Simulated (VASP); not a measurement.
Output of a VASP run:

**OSZICAR**
```
       N       E                     dE             d eps       ncg     rms          rms(c)
DAV:   1     0.888546281438E+02    0.88855E+02   -0.81604E+03  5312   0.109E+03
DAV:   2    -0.131330619892E+02   -0.10199E+03   -0.98000E+02  5680   0.309E+02
DAV:   3    -0.148169181274E+02   -0.16839E+01   -0.16546E+01  6136   0.411E+01
DAV:   4    -0.148332796662E+02   -0.16362E-01   -0.16351E-01  6048   0.406E+00
DAV:   5    -0.148336890882E+02   -0.40942E-03   -0.40941E-03  6360   0.556E-01    0.132E+01
DAV:   6    -0.142319870596E+02    0.60170E+00   -0.35241E+00  5432   0.216E+01    0.251E+00
DAV:   7    -0.141691650319E+02    0.62822E-01   -0.24245E-01  5452   0.588E+00    0.227E+00
DAV:   8    -0.141553217542E+02    0.13843E-01   -0.16371E-02  5816   0.122E+00    0.219E-01
DAV:   9    -0.141551977453E+02    0.12401E-03   -0.37018E-04  6124   0.211E-01    0.131E-01
DAV:  10    -0.141551899441E+02    0.78012E-05   -0.61068E-05  5908   0.851E-02    0.299E-02
DAV:  11    -0.141551885893E+02    0.13548E-05   -0.78196E-06  5908   0.367E-02    0.615E-03
DAV:  12    -0.141551885799E+02    0.93457E-08   -0.32819E-07  2896   0.728E-03
   1 F= -.14155189E+02 E0= -.14154947E+02  d E =-.723314E-03
```

File OUTCAR:
```
------------------------ aborting loop because EDIFF is reached ----------------------------------------
  FORCE on cell =-STRESS in cart. coord.  units (eV):
  Direction    XX          YY          ZZ          XY          YZ          ZX
  --------------------------------------------------------------------------------------
  Total        1.0220936      2.1520110      2.2447241      0.0000000      0.0000000      0.0000000
  in kB       63.3630474    133.4104619    139.1580574      0.0000000      0.0000000      0.0000000
  external PRESSURE =     111.9771889 kB  Pullay stress =       0.0000000 kB
  volume of cell :       25.84
      direct lattice vectors                 reciprocal lattice vectors
     3.029878000  0.000000000  0.000000000     0.330046292  0.000000000  0.000000000
     0.000000000  2.925007000  0.000000000     0.000000000  0.341879524  0.000000000
     0.000000000  0.000000000  2.916172000     0.000000000  0.000000000  0.342915301
 POSITION                                       TOTAL-FORCE (eV/Angst)
 -----------------------------------------------------------------------------------
      1.51494      1.46250      1.45809         0.891901      0.000000      0.000000
      0.09535      0.00000      0.00000        -0.891901      0.000000      0.000000
 -----------------------------------------------------------------------------------
    total drift:                               -0.000805      0.000000     -0.000009
  FREE ENERGIE OF THE ION-ELECTRON SYSTEM (eV)
  ---------------------------------------------------
  free  energy   TOTEN  =       -14.1551885799 eV

  energy  without entropy=      -14.1544652655  energy(sigma->0) =      -14.15494748
```
(Selected blocks of OUTCAR.)

POSCAR:
```
RuAl
1
    3.0298780000     0.0000000000     0.0000000000
    0.0000000000     2.9250070000     0.0000000000
    0.0000000000     0.0000000000     2.9161720000
Al Ru
1 1
Direct
  0.5000000000   0.5000000000   0.5000000000
  0.0314700000   0.0000000000   0.0000000000
```

Q: Write an INCAR and KPOINTS that could have produced this output.

A: Several could match; the one computed here: the input of the run itself, PBE GGA, plane waves, VASP's PBE PAW potentials (set 64).

### INCAR
```
ALGO = Normal
EDIFF = 1E-6
ENCUT = 400
GGA = PE
ISIF = 2
ISMEAR = 1
LASPH = .True.
LCHARG = .False.
LMAXMIX = 4
LREAL = .False.
LWAVE = .False.
NELM = 100
PREC = Low
SIGMA = 0.1
SYSTEM = RuAl
```

### KPOINTS
```
Automatic mesh
0
Gamma
11 11 11
0 0 0
```

POTCAR, in this order: Al Ru_pv (PBE.64 set). Program: vasp_std.

The compound is RuAl in the CsCl type structure. The cell was not relaxed at this level, atoms are displaced from their ideal sites. The run is one of a series of settings (PREC = Low against the base run), some of them coarse on purpose. The electron count is odd and the run is not spin-polarised, which forces a metal.
